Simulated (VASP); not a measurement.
Here is the system:

```
CELL_PARAMETERS angstrom
      0.00000     2.07765     2.07765
      2.07765     0.00000     2.07765
      2.07765     2.07765     0.00000
ATOMIC_POSITIONS crystal
  Au 0.00000 0.00000 0.00000
```

Method: PBE GGA, VASP's PBE PAW potentials (set 64) (plane waves; VASP 6.6.1). Numerical set-up: PREC = Normal, EDIFF = 1E-5, 400 eV cut-off, 17×17×17 Γ-centred mesh, first-order Methfessel-Paxton smearing of 0.10 eV, potentials Au.

Unless said otherwise, spin-orbit coupling is left out, though it shifts the bands of the heavy elements here.

Problem. Estimate the energy per atom (σ→0), band gap (on the k-mesh) with the smallest direct gap where there is one.

Solution. 
| Quantity | Result |
|---|---|
| band gap (on the k-mesh) | none (metal, semimetal or under 0.01 eV) |
| energy per atom (σ→0) | -3.219 eV/atom |

Only differences to runs with the same potentials and settings are physical.

The compound is Au in the fcc structure. It was relaxed first, which changed the volume by +6 %.
